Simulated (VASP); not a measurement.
All values below come from r2SCAN+rVV10, VASP's PBE PAW potentials (set 64) (plane waves; VASP).

VASP input:

### KPOINTS_OPT
```
k-points along high-symmetry lines
10
Line-mode
Reciprocal
  0.000000   0.000000   0.000000 ! GAMMA
 -0.500000  -0.500000   0.000000 ! X

 -0.500000  -0.500000   0.000000 ! X
 -0.375000  -0.375000   0.250000 ! U

 -0.375000   0.000000   0.375000 ! K
  0.000000   0.000000   0.000000 ! GAMMA

  0.000000   0.000000   0.000000 ! GAMMA
  0.000000   0.000000   0.500000 ! L

  0.000000   0.000000   0.500000 ! L
 -0.500000  -0.250000   0.250000 ! W

 -0.500000  -0.250000   0.250000 ! W
 -0.500000  -0.500000   0.000000 ! X
```

INCAR:
```
! general
SYSTEM    =  SiC
PREC      =  Accurate
ENCUT     =  520
LREAL     =  .FALSE.   ! projection in real space or not
LASPH     =  .TRUE.   ! aspherical one-centre terms

! electronic loop
EDIFF     =  1E-7
NELM      =  100   ! most electronic steps
ALGO      =  Normal
LMIXTAU   =  .TRUE.

! smearing
ISMEAR    =  -5

! functional
METAGGA   =  R2SCAN
LUSE_VDW  =  .TRUE.
BPARAM    =  11.95
CPARAM    =  0.0093

! ions
ISIF      =  2

! output
LWAVE     =  .FALSE.
LCHARG    =  .FALSE.
LORBIT    =  11
NEDOS     =  601   ! DOS grid
```

KPOINTS:
```
Regular mesh
0
G
 12 12 12
```

POSCAR:
```
SiC
1.0
  0.0000000000   2.1757209847   2.1757209847
  2.1757209847   0.0000000000   2.1757209847
  2.1757209847   2.1757209847   0.0000000000
Si C
1 1
Direct
  0.0000000000   0.0000000000   0.0000000000
  0.2500000000   0.2500000000   0.2500000000
```

POTCAR, in this order: Si C (PBE.64 set). Program: vasp_std.

Output of the run:

### OUTCAR
```
 ion  position               nearest neighbor table
   1  0.000  0.000  0.000-   2 1.88   2 1.88   2 1.88   2 1.88
   2  0.250  0.250  0.250-   1 1.88   1 1.88   1 1.88   1 1.88
  LATTYP: Found a face centered cubic cell.
 ALAT       =     4.3514419694
 Subroutine PRICEL returns:
 Original cell was already a primitive cell.
 Subroutine GETGRP returns: Found 24 space group operations
The static configuration has the point symmetry T_d .
The dynamic configuration has the point symmetry T_d .
 Subroutine INISYM returns: Found 24 space group operations
 Subroutine IBZKPT returns following result:
 Found     72 irreducible k-points:

 Following reciprocal coordinates:
            Coordinates               Weight
  0.000000  0.000000  0.000000      1.000000
  0.083333  0.000000  0.000000      8.000000
  0.166667  0.000000  0.000000      8.000000
  0.250000  0.000000  0.000000      8.000000
  0.333333  0.000000  0.000000      8.000000
  0.416667  0.000000  0.000000      8.000000
  0.500000  0.000000  0.000000      4.000000
  0.083333  0.083333  0.000000      6.000000
  0.166667  0.083333  0.000000     24.000000
  0.250000  0.083333  0.000000     24.000000
  0.333333  0.083333  0.000000     24.000000
  0.416667  0.083333  0.000000     24.000000
  0.500000  0.083333  0.000000     24.000000
 -0.416667  0.083333  0.000000     24.000000
 -0.333333  0.083333  0.000000     24.000000
 -0.250000  0.083333  0.000000     24.000000
 -0.166667  0.083333  0.000000     24.000000
 -0.083333  0.083333  0.000000     12.000000
  0.166667  0.166667  0.000000      6.000000
  0.250000  0.166667  0.000000     24.000000
  0.333333  0.166667  0.000000     24.000000
  0.416667  0.166667  0.000000     24.000000
  0.500000  0.166667  0.000000     24.000000
 -0.416667  0.166667  0.000000     24.000000
...
```

### OSZICAR
```
       N       E                     dE             d eps       ncg     rms          rms(c)
DAV:   1    -0.931702828041E+00   -0.93170E+00   -0.43530E+03  1208   0.873E+02
DAV:   2    -0.218568348550E+02   -0.20925E+02   -0.20547E+02  1672   0.112E+02
DAV:   3    -0.222208387621E+02   -0.36400E+00   -0.36400E+00  1344   0.175E+01
DAV:   4    -0.222217953656E+02   -0.95660E-03   -0.95660E-03  1816   0.100E+00
DAV:   5    -0.222217956755E+02   -0.30989E-06   -0.30989E-06  1376   0.156E-02    0.924E+00
DAV:   6    -0.190355432720E+02    0.31863E+01   -0.59259E+00  1440   0.155E+01    0.535E+00
DAV:   7    -0.190055725560E+02    0.29971E-01   -0.72798E-01  1600   0.574E+00    0.194E+00
DAV:   8    -0.189989466624E+02    0.66259E-02   -0.37096E-01  1216   0.551E+00    0.147E+00
DAV:   9    -0.192060784085E+02   -0.20713E+00   -0.56761E-02  1216   0.264E+00    0.558E-01
DAV:  10    -0.192107928160E+02   -0.47144E-02   -0.66181E-03  1368   0.901E-01    0.282E-01
DAV:  11    -0.192231643385E+02   -0.12372E-01   -0.56894E-03  1232   0.896E-01    0.484E-02
DAV:  12    -0.192212776253E+02    0.18867E-02   -0.20125E-03  1232   0.444E-01    0.857E-02
DAV:  13    -0.192217728403E+02   -0.49522E-03   -0.35491E-04  1224   0.143E-01    0.518E-02
DAV:  14    -0.192219415631E+02   -0.16872E-03   -0.10572E-04  1344   0.117E-01    0.755E-03
DAV:  15    -0.192219628301E+02   -0.21267E-04   -0.27734E-06  1704   0.202E-02    0.582E-03
DAV:  16    -0.192219570934E+02    0.57367E-05   -0.31099E-07  1376   0.577E-03    0.353E-03
DAV:  17    -0.192219519041E+02    0.51894E-05   -0.11044E-06  1192   0.738E-03    0.345E-03
DAV:  18    -0.192219471714E+02    0.47326E-05   -0.59027E-08   632   0.319E-03    0.780E-04
DAV:  19    -0.192219479421E+02   -0.77065E-06   -0.10423E-08   616   0.107E-03    0.356E-04
DAV:  20    -0.192219474293E+02    0.51279E-06   -0.29989E-09   624   0.577E-04    0.186E-04
DAV:  21    -0.192219477104E+02   -0.28113E-06   -0.14080E-09   584   0.482E-04    0.311E-05
DAV:  22    -0.192219476458E+02    0.64580E-07   -0.28926E-10   600   0.170E-04
   1 F= -.19221948E+02 E0= -.19221948E+02  d E =0.000000E+00
       N       E                     dE             ncg
```

**OUTCAR**
```
------------------------ aborting loop because EDIFF is reached ----------------------------------------
  FORCE on cell =-STRESS in cart. coord.  units (eV):
  Direction    XX          YY          ZZ          XY          YZ          ZX
  --------------------------------------------------------------------------------------
  Total       -0.0005048     -0.0005048     -0.0005048     -0.0000000     -0.0000000     -0.0000000
  in kB       -0.0392635     -0.0392635     -0.0392635     -0.0000000     -0.0000000     -0.0000000
  external PRESSURE =      -0.0392635 kB  Pullay stress =       0.0000000 kB
  volume of cell :       20.60
      direct lattice vectors                 reciprocal lattice vectors
     0.000000000  2.175720985  2.175720985    -0.229808879  0.229808879  0.229808879
     2.175720985  0.000000000  2.175720985     0.229808879 -0.229808879  0.229808879
     2.175720985  2.175720985  0.000000000     0.229808879  0.229808879 -0.229808879
  FREE ENERGIE OF THE ION-ELECTRON SYSTEM (eV)
  ---------------------------------------------------
  free  energy   TOTEN  =       -19.2219476458 eV

  energy  without entropy=      -19.2219476458  energy(sigma->0) =      -19.22194765

 total charge

# of ion       s       p       d       tot
------------------------------------------
    1        0.702   0.984   0.000   1.686
    2        0.850   1.716   0.000   2.566
--------------------------------------------------
tot          1.553   2.699   0.000   4.252
```
(Selected blocks of OUTCAR.)

OUTCAR:
```
 val. band max:        8.0323593502   @ k =   0.0000   0.0000   0.0000

 cond. band min:       9.7200147841   @ k =   0.5000   0.5000   0.0000


 Fermi energy:         8.0627004972

 k-point     1 :       0.0000    0.0000    0.0000
  band No.  band energies     occupation
      1      -8.1948      2.00000
      2       8.0324      2.00000
      3       8.0324      2.00000
      4       8.0324      2.00000
      5      14.8988      0.00000
      6      15.9037      0.00000
      7      15.9037      0.00000
      8      15.9037      0.00000

 k-point     2 :       0.0833    0.0000    0.0000
  band No.  band energies     occupation
      1      -8.0534      2.00000
      2       7.2748      2.00000
      3       7.9329      2.00000
      4       7.9329      2.00000
      5      15.1333      0.00000
      6      16.0915      0.00000
      7      16.0915      0.00000
      8      16.1057      0.00000

 k-point     3 :       0.1667    0.0000    0.0000
  band No.  band energies     occupation
      1      -7.6340      2.00000
      2       5.5559      2.00000
      3       7.6862      2.00000
      4       7.6862      2.00000
      5      14.9748      0.00000
      6      16.4552      0.00000
      7      16.4552      0.00000
      8      17.1246      0.00000

 k-point     4 :       0.2500    0.0000    0.0000
  band No.  band energies     occupation
      1      -6.9532      2.00000
      2       3.5466      2.00000
      3       7.3955      2.00000
      4       7.3955      2.00000
      5      14.6140      0.00000
      6      16.5322      0.00000
      7      16.5322      0.00000
      8      18.2237      0.00000

 k-point     5 :       0.3333    0.0000    0.0000
  band No.  band energies     occupation
      1      -6.0556      2.00000
      2       1.5855      2.00000
      3       7.1445      2.00000
      4       7.1445      2.00000
      5      14.3059      0.00000
      6      16.2360      0.00000
      7      16.2360      0.00000
...
```

The structure comes from a measured SiC entry (F-43m) of the Crystallography Open Database, whose conditions weren't checked. It was relaxed first.
